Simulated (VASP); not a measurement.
Data:

```xyz
2
Lattice="3.2649 0.0000 0.0000 0.0000 3.2649 0.0000 0.0000 0.0000 3.2649" Properties=species:S:1:pos:R:3 pbc="T T T"
Rh     0.0000     0.0000     0.0000
Te     1.6324     1.6324     1.6324
```
Cell charge +0.1.

Method: PBE GGA, VASP's PBE PAW potentials (set 64) (plane waves; VASP). Numerical set-up: NELECT = 20.9, 400 eV cut-off, 7×7×7 Γ-centred mesh, Gaussian smearing of 0.050 eV, potentials Rh_pv Te.

The cell is charged, with a uniform compensating background. Unless said otherwise, spin-orbit coupling is left out, though it shifts the bands of the heavy elements here.

Problem. What does the run give for the energy per atom (σ→0), pressure, band gap (on the k-mesh) with the smallest direct gap where there is one?

Solution. 
```json
{
  "band gap (on the k-mesh)": "none (metal, semimetal or under 0.01 eV)",
  "energy per atom (σ→0)": "-5.744 eV/atom",
  "pressure": "3.45 GPa"
}
```

The absolute energy has meaning only against runs of the same code, potentials and settings.

The structure was generated: TeRh was put into the CsCl type (Pm-3m), which need not be its known phase. The cell was not relaxed at this level. The run is one of a series of settings (NELECT = 20.9 against the base run), some of them coarse on purpose. The electron count is odd and the run is not spin-polarised, which forces a metal.
